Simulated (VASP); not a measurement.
Input:

```xyz
2
Lattice="4.0660 0.0000 0.0000 -2.0330 3.5213 0.0000 0.0000 0.0000 4.3699" Properties=species:S:1:pos:R:3 pbc="T T T"
Te     0.0000     2.3475     1.0925
Te     2.0330     1.1738     3.2774
```

Computed with r2SCAN meta-GGA with spin-orbit coupling, VASP's PBE PAW potentials (set 64) (plane waves; VASP). Run with 400 eV cut-off, 9×9×8 Γ-centred mesh, Gaussian smearing of 0.050 eV, potentials Te.

Task: What does the run give for the energy per atom (σ→0), band gap (over mesh and band path) with the smallest direct gap where there is one?

Result: 
- band gap (over mesh and band path): none (metal, semimetal or under 0.01 eV)
- energy per atom (σ→0): -25.309 eV/atom

The absolute energy has meaning only against runs of the same code, potentials and settings.

The structure was generated: Te was put into the hcp type (P6_3/mmc), which need not be its known phase. It was relaxed first, which changed the volume by +11 %.
